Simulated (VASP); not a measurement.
Calculation: RPBE GGA, VASP's PBE PAW potentials (set 64) (plane waves; VASP).

VASP ran on this input.

KPOINTS:
```
Regular mesh
0
G
  6 6 3
0 0 0
```

**INCAR**
```
SYSTEM = MgI2
PREC = Accurate; ENCUT = 520; LREAL = .FALSE.
LASPH = .TRUE.
EDIFF = 1E-7; NELM = 100; ALGO = Normal
LMAXMIX = 4
ISMEAR = 0; SIGMA = 0.05
GGA = RP
IBRION = 2; NSW = 30; ISIF = 4
EDIFFG = -0.01
LWAVE = .FALSE.; LCHARG = .FALSE.
```

POSCAR:
```
MgI2
1
    2.0977183233    -3.6333542615     0.0000000000
    2.0977183233     3.6333542615     0.0000000000
    0.0000000000     0.0000000000     8.0333886236
Mg I
1 2
Direct
  0.0000000000   0.0000000000   0.0000000000
  0.3333330000   0.6666670000   0.2044035861
  0.6666670000   0.3333330000   0.7955964139
```

POTCAR, in this order: Mg I (PBE.64 set). Program: vasp_std.

The resulting files:

### OUTCAR
```
 ion  position               nearest neighbor table
   1  0.000  0.000  0.000-   2 2.93   3 2.93   3 2.93   2 2.93   3 2.93   2 2.93
   2  0.333  0.667  0.204-   1 2.93   1 2.93   1 2.93
   3  0.667  0.333  0.796-   1 2.93   1 2.93   1 2.93
  LATTYP: Found a hexagonal cell.
 ALAT       =     4.1954362531
 C/A-ratio  =     1.9147922025
 Subroutine PRICEL returns:
 Original cell was already a primitive cell.
 Subroutine GETGRP returns: Found 12 space group operations
The static configuration has the point symmetry D_3d.
The dynamic configuration has the point symmetry D_3d.
 Subroutine INISYM returns: Found 12 space group operations
 Subroutine IBZKPT returns following result:
 Found     17 irreducible k-points:

 Following reciprocal coordinates:
            Coordinates               Weight
  0.000000  0.000000  0.000000      1.000000
  0.166667 -0.000000  0.000000      6.000000
  0.333333 -0.000000  0.000000      6.000000
  0.500000  0.000000  0.000000      3.000000
  0.166667  0.166667  0.000000      6.000000
  0.333333  0.166667  0.000000     12.000000
  0.333333  0.333333  0.000000      2.000000
...
```

### OSZICAR
```
       N       E                     dE             d eps       ncg     rms          rms(c)
DAV:   1     0.901290676695E+02    0.90129E+02   -0.57022E+03   408   0.102E+03
DAV:   2     0.104333689596E+01   -0.89086E+02   -0.81422E+02   604   0.153E+02
DAV:   3    -0.702525325804E+01   -0.80686E+01   -0.80276E+01   504   0.554E+01
DAV:   4    -0.723231174629E+01   -0.20706E+00   -0.20694E+00   564   0.106E+01
DAV:   5    -0.723730026325E+01   -0.49885E-02   -0.49883E-02   536   0.166E+00    0.405E+00
DAV:   6    -0.710841160725E+01    0.12889E+00   -0.16404E-01   468   0.226E+00    0.287E+00
DAV:   7    -0.708939456827E+01    0.19017E-01   -0.18651E-01   436   0.252E+00    0.776E-01
DAV:   8    -0.708731634905E+01    0.20782E-02   -0.12813E-02   496   0.690E-01    0.252E-01
DAV:   9    -0.708761759477E+01   -0.30125E-03   -0.14054E-03   512   0.275E-01    0.109E-01
DAV:  10    -0.708759581000E+01    0.21785E-04   -0.45719E-05   520   0.601E-02    0.410E-02
DAV:  11    -0.708761624784E+01   -0.20438E-04   -0.58489E-05   468   0.622E-02    0.335E-02
DAV:  12    -0.708761703879E+01   -0.79095E-06   -0.25980E-06   532   0.113E-02    0.113E-02
DAV:  13    -0.708761713917E+01   -0.10038E-06   -0.87075E-08   372   0.234E-03    0.907E-03
DAV:  14    -0.708761777094E+01   -0.63176E-06   -0.86572E-07   464   0.779E-03    0.944E-04
DAV:  15    -0.708761782399E+01   -0.53049E-07   -0.23563E-08   372   0.112E-03
   1 F= -.70876178E+01 E0= -.70876178E+01  d E =-.708762E+01
       N       E                     dE             d eps       ncg     rms          rms(c)
DAV:   1    -0.709368446750E+01   -0.60667E-02   -0.29088E-01   420   0.314E+00    0.249E-01
DAV:   2    -0.709472642616E+01   -0.10420E-02   -0.11623E-02   508   0.745E-01    0.847E-02
DAV:   3    -0.709470228471E+01    0.24141E-04   -0.14808E-04   476   0.112E-01    0.668E-02
DAV:   4    -0.709468804552E+01    0.14239E-04   -0.42585E-05   496   0.449E-02    0.299E-02
DAV:   5    -0.709468690424E+01    0.11413E-05   -0.84539E-06   504   0.185E-02    0.455E-03
DAV:   6    -0.709468631188E+01    0.59236E-06   -0.29695E-07   496   0.457E-03    0.283E-03
DAV:   7    -0.709468616035E+01    0.15153E-06   -0.43093E-08   368   0.195E-03    0.136E-03
DAV:   8    -0.709468616122E+01   -0.86573E-09   -0.48073E-08   300   0.179E-03
   2 F= -.70946862E+01 E0= -.70946862E+01  d E =-.706834E-02
       N       E                     dE             d eps       ncg     rms          rms(c)
DAV:   1    -0.709570312520E+01   -0.10170E-02   -0.26105E+00   420   0.939E+00    0.734E-01
DAV:   2    -0.710516529600E+01   -0.94622E-02   -0.10548E-01   504   0.224E+00    0.263E-01
DAV:   3    -0.710493510190E+01    0.23019E-03   -0.13292E-03   468   0.336E-01    0.207E-01
DAV:   4    -0.710482053323E+01    0.11457E-03   -0.39864E-04   488   0.137E-01    0.927E-02
DAV:   5    -0.710482252495E+01   -0.19917E-05   -0.74466E-05   504   0.554E-02    0.142E-02
DAV:   6    -0.710482123195E+01    0.12930E-05   -0.29905E-06   492   0.144E-02    0.805E-03
DAV:   7    -0.710482055506E+01    0.67688E-06   -0.84482E-07   496   0.795E-03    0.431E-03
DAV:   8    -0.710482056595E+01   -0.10889E-07   -0.30477E-07   460   0.401E-03
   3 F= -.71048206E+01 E0= -.71048206E+01  d E =-.172027E-01
       N       E                     dE             d eps       ncg     rms          rms(c)
DAV:   1    -0.710481041566E+01    0.10139E-04   -0.44488E-02   412   0.123E+00    0.976E-02
DAV:   2    -0.710496882208E+01   -0.15841E-03   -0.17776E-03   504   0.292E-01    0.339E-02
DAV:   3    -0.710496454900E+01    0.42731E-05   -0.22261E-05   480   0.436E-02    0.270E-02
DAV:   4    -0.710496161703E+01    0.29320E-05   -0.63579E-06   488   0.174E-02    0.123E-02
DAV:   5    -0.710496099987E+01    0.61717E-06   -0.12990E-06   504   0.728E-03    0.175E-03
DAV:   6    -0.710496078595E+01    0.21392E-06   -0.36966E-08   300   0.178E-03    0.853E-04
DAV:   7    -0.710496072487E+01    0.61079E-07   -0.13547E-08   236   0.111E-03
   4 F= -.71049607E+01 E0= -.71049607E+01  d E =-.173429E-01
       N       E                     dE             d eps       ncg     rms          rms(c)
DAV:   1    -0.711473509486E+01   -0.97743E-02   -0.47583E-01   408   0.374E+00    0.425E-01
DAV:   2    -0.711141990563E+01    0.33152E-02   -0.12443E-02   448   0.842E-01    0.185E-01
DAV:   3    -0.710929629104E+01    0.21236E-02   -0.19888E-03   492   0.295E-01    0.991E-02
DAV:   4    -0.710870101093E+01    0.59528E-03   -0.15862E-03   496   0.241E-01    0.297E-02
DAV:   5    -0.710868272803E+01    0.18283E-04   -0.15067E-04   468   0.872E-02    0.256E-02
DAV:   6    -0.710868039948E+01    0.23285E-05   -0.82226E-06   508   0.211E-02    0.153E-02
DAV:   7    -0.710868089576E+01   -0.49628E-06   -0.11939E-05   440   0.347E-02    0.267E-03
DAV:   8    -0.710868080886E+01    0.86894E-07   -0.31245E-07   508   0.435E-03
   5 F= -.71086808E+01 E0= -.71086808E+01  d E =-.372008E-02
       N       E                     dE             d eps       ncg     rms          rms(c)
DAV:   1    -0.712895348427E+01   -0.20273E-01   -0.14443E+00   408   0.650E+00    0.736E-01
DAV:   2    -0.711897316661E+01    0.99803E-02   -0.38139E-02   452   0.147E+00    0.322E-01
DAV:   3    -0.711258000508E+01    0.63932E-02   -0.61789E-03   492   0.520E-01    0.173E-01
DAV:   4    -0.711089988487E+01    0.16801E-02   -0.46209E-03   508   0.412E-01    0.494E-02
DAV:   5    -0.711087224809E+01    0.27637E-04   -0.42669E-04   440   0.145E-01    0.434E-02
DAV:   6    -0.711086852111E+01    0.37270E-05   -0.23851E-05   504   0.361E-02    0.256E-02
DAV:   7    -0.711087323531E+01   -0.47142E-05   -0.34901E-05   432   0.598E-02    0.446E-03
DAV:   8    -0.711087296920E+01    0.26612E-06   -0.91652E-07   512   0.745E-03    0.289E-03
DAV:   9    -0.711087356765E+01   -0.59845E-06   -0.80004E-07   424   0.921E-03    0.128E-03
DAV:  10    -0.711087366682E+01   -0.99173E-07   -0.72863E-08   316   0.268E-03
   6 F= -.71108737E+01 E0= -.71108737E+01  d E =-.591294E-02
       N       E                     dE             d eps       ncg     rms          rms(c)
DAV:   1    -0.711106882844E+01   -0.19526E-03   -0.13545E-02   408   0.631E-01    0.718E-02
DAV:   2    -0.711097460620E+01    0.94222E-04   -0.34961E-04   448   0.141E-01    0.312E-02
DAV:   3    -0.711091583938E+01    0.58767E-04   -0.53455E-05   484   0.483E-02    0.168E-02
DAV:   4    -0.711090003837E+01    0.15801E-04   -0.44768E-05   496   0.405E-02    0.512E-03
DAV:   5    -0.711090023583E+01   -0.19747E-06   -0.41432E-06   440   0.147E-02    0.423E-03
DAV:   6    -0.711090017565E+01    0.60183E-07   -0.21724E-07   480   0.349E-03
   7 F= -.71109002E+01 E0= -.71109002E+01  d E =-.593945E-02
```

**OUTCAR**
```
------------------------ aborting loop because EDIFF is reached ----------------------------------------
  FORCE on cell =-STRESS in cart. coord.  units (eV):
  Direction    XX          YY          ZZ          XY          YZ          ZX
  --------------------------------------------------------------------------------------
  Total        0.2980103      0.2980102      0.3112024     -0.0000000      0.0000000      0.0000000
  in kB        3.8990447      3.8990434      4.0716446     -0.0000000      0.0000000      0.0000000
  external PRESSURE =       3.9565776 kB  Pullay stress =       0.0000000 kB
  volume of cell :      122.46
      direct lattice vectors                 reciprocal lattice vectors
     2.125870381 -3.682114900  0.000000000     0.235197783 -0.135791526  0.000000000
     2.125870381  3.682114900 -0.000000000     0.235197783  0.135791526 -0.000000000
    -0.000000000  0.000000000  7.822031774    -0.000000000  0.000000000  0.127844022
 POSITION                                       TOTAL-FORCE (eV/Angst)
 -----------------------------------------------------------------------------------
      0.00000     -0.00000      0.00000         0.000000     -0.000000      0.000000
      2.12587      1.22737      1.67639        -0.000000     -0.000000      0.007289
      2.12587     -1.22737      6.14564        -0.000000      0.000000     -0.007289
 -----------------------------------------------------------------------------------
    total drift:                               -0.000000     -0.000000      0.000000
  FREE ENERGIE OF THE ION-ELECTRON SYSTEM (eV)
  ---------------------------------------------------
  free  energy   TOTEN  =        -7.1109001756 eV

  energy  without entropy=       -7.1109001756  energy(sigma->0) =       -7.11090018

 reached required accuracy - stopping structural energy minimisation
```
(Selected blocks of OUTCAR.)

**CONTCAR**
```
MgI2
   1.00000000000000
     2.1258703811253317   -3.6821149001973064    0.0000000000000000
     2.1258703811253317    3.6821149001973064   -0.0000000000000000
    -0.0000000000000000    0.0000000000000000    7.8220317740237686
  Mg              I
     1     2
Direct
     0.0000000000000000    0.0000000000000000    0.0000000000000000
     0.3333330000000032    0.6666669999999968    0.2143162183442268
     0.6666669999999968    0.3333330000000032    0.7856837816557732
```

Without a dispersion term in the relaxation, distances and binding between the weakly bound layers, chains or molecules are unreliable, and so is what depends on them.

The compound is MgI2 in the 1T layered structure. This cell is one point of a volume scan, at 0.94 of the reference volume. Symmetry was kept, so distortions that lower it aren't found.
